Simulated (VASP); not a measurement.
Output of a VASP run:

OSZICAR:
```
...
       N       E                     dE             d eps       ncg     rms          rms(c)
DAV:   1    -0.118872987508E+02   -0.20868E-01   -0.47990E+00  2400   0.223E+01    0.267E-01
DAV:   2    -0.118920262063E+02   -0.47275E-02   -0.61240E-02  3096   0.281E+00    0.133E-01
DAV:   3    -0.118913632818E+02    0.66292E-03   -0.10577E-03  3016   0.358E-01    0.522E-02
DAV:   4    -0.118912829609E+02    0.80321E-04   -0.54363E-04  3264   0.248E-01    0.208E-02
DAV:   5    -0.118912850908E+02   -0.21299E-05   -0.44630E-05  2496   0.722E-02    0.130E-02
DAV:   6    -0.118912849001E+02    0.19072E-06   -0.28290E-06  3184   0.201E-02
   2 F= -.11891285E+02 E0= -.11891285E+02  d E =-.248539E-01
       N       E                     dE             d eps       ncg     rms          rms(c)
DAV:   1    -0.118941379424E+02   -0.28529E-02   -0.99896E+00  2400   0.321E+01    0.382E-01
DAV:   2    -0.119040631778E+02   -0.99252E-02   -0.12701E-01  2992   0.407E+00    0.191E-01
DAV:   3    -0.119027042134E+02    0.13590E-02   -0.23682E-03  3008   0.524E-01    0.744E-02
DAV:   4    -0.119025423848E+02    0.16183E-03   -0.10558E-03  3128   0.346E-01    0.298E-02
DAV:   5    -0.119025486390E+02   -0.62542E-05   -0.85318E-05  2512   0.991E-02    0.198E-02
DAV:   6    -0.119025481030E+02    0.53606E-06   -0.62767E-06  3240   0.301E-02
   3 F= -.11902548E+02 E0= -.11902548E+02  d E =-.361171E-01
       N       E                     dE             d eps       ncg     rms          rms(c)
DAV:   1    -0.119025951060E+02   -0.46467E-04   -0.71752E-02  2400   0.272E+00    0.331E-02
DAV:   2    -0.119026645744E+02   -0.69468E-04   -0.89319E-04  3032   0.339E-01    0.156E-02
DAV:   3    -0.119026546056E+02    0.99688E-05   -0.16055E-05  2992   0.448E-02    0.576E-03
DAV:   4    -0.119026536888E+02    0.91683E-06   -0.71125E-06  3104   0.282E-02
   4 F= -.11902654E+02 E0= -.11902654E+02  d E =-.362227E-01
       N       E                     dE             d eps       ncg     rms          rms(c)
DAV:   1    -0.119026277717E+02    0.26834E-04   -0.10230E-02  2400   0.103E+00    0.118E-02
DAV:   2    -0.119026380408E+02   -0.10269E-04   -0.12902E-04  3032   0.128E-01    0.596E-03
DAV:   3    -0.119026366966E+02    0.13442E-05   -0.20897E-06  2872   0.162E-02    0.227E-03
DAV:   4    -0.119026365457E+02    0.15097E-06   -0.10202E-06  1456   0.110E-02
   5 F= -.11902637E+02 E0= -.11902637E+02  d E =-.362056E-01
       N       E                     dE             d eps       ncg     rms          rms(c)
DAV:   1    -0.119026968407E+02   -0.60144E-04   -0.19114E-02  2400   0.141E+00    0.165E-02
DAV:   2    -0.119027147687E+02   -0.17928E-04   -0.23141E-04  3080   0.172E-01    0.805E-03
DAV:   3    -0.119027121640E+02    0.26047E-05   -0.43481E-06  3000   0.233E-02    0.289E-03
DAV:   4    -0.119027119449E+02    0.21915E-06   -0.17645E-06  1768   0.143E-02
   6 F= -.11902712E+02 E0= -.11902712E+02  d E =-.753992E-04
       N       E                     dE             d eps       ncg     rms          rms(c)
DAV:   1    -0.119027244331E+02   -0.12269E-04   -0.14173E-02  2400   0.121E+00    0.144E-02
DAV:   2    -0.119027375200E+02   -0.13087E-04   -0.17074E-04  3072   0.148E-01    0.696E-03
DAV:   3    -0.119027355359E+02    0.19841E-05   -0.33862E-06  3016   0.205E-02    0.246E-03
DAV:   4    -0.119027353852E+02    0.15065E-06   -0.12826E-06  1512   0.122E-02
   7 F= -.11902735E+02 E0= -.11902735E+02  d E =-.988396E-04
```

File OUTCAR:
```
------------------------ aborting loop because EDIFF is reached ----------------------------------------
  FORCE on cell =-STRESS in cart. coord.  units (eV):
  Direction    XX          YY          ZZ          XY          YZ          ZX
  --------------------------------------------------------------------------------------
  Total       -0.5834633     -0.5834423     -0.5835232     -0.0001152      0.0000000      0.0000000
  in kB      -47.2212298    -47.2195336    -47.2260826     -0.0093217      0.0000000      0.0000000
  external PRESSURE =     -47.2222820 kB  Pullay stress =       0.0000000 kB
  volume of cell :       19.80
      direct lattice vectors                 reciprocal lattice vectors
     0.000000000  2.147100000  2.147100000    -0.232872246  0.232872246  0.232872246
     2.147100000  0.000000000  2.147100000     0.232872246 -0.232872246  0.232872246
     2.147100000  2.147100000  0.000000000     0.232872246  0.232872246 -0.232872246
  FREE ENERGIE OF THE ION-ELECTRON SYSTEM (eV)
  ---------------------------------------------------
  free  energy   TOTEN  =       -11.9027353852 eV

  energy  without entropy=      -11.9027353852  energy(sigma->0) =      -11.90273539

 reached required accuracy - stopping structural energy minimisation
```
(Selected blocks of OUTCAR.)

POSCAR:
```
MgO
1
    0.0000000000     2.1471000000     2.1471000000
    2.1471000000     0.0000000000     2.1471000000
    2.1471000000     2.1471000000     0.0000000000
Mg O
1 1
Direct
 -0.0163010572   0.0163010572   0.0395882819
  0.5000000000   0.5000000000   0.5000000000
```

**Question.** Reconstruct the remaining input files.

**Answer.** This is not unique; one that fits is the input of the run itself, PBE GGA, plane waves, VASP's PBE PAW potentials (set 64).

INCAR:
```
SYSTEM = MgO
PREC = Accurate
ENCUT = 520
EDIFF = 1E-6
NELM = 100
ALGO = Normal
LREAL = .FALSE.
LASPH = .TRUE.
ISMEAR = 0
SIGMA = 0.05
GGA = PE
LWAVE = .FALSE.
LCHARG = .FALSE.
ISIF = 2
IBRION = 2
NSW = 40
EDIFFG = -0.01
```

KPOINTS:
```
Automatic mesh
0
Gamma
8 8 8
0 0 0
```

POTCAR, in this order: Mg O (PBE.64 set). Program: vasp_std.

The compound is MgO in the rock salt structure. In the starting cell atoms are displaced from their ideal sites. This run relaxes the ions in a fixed cell. Symmetry was kept, so distortions that lower it aren't found.
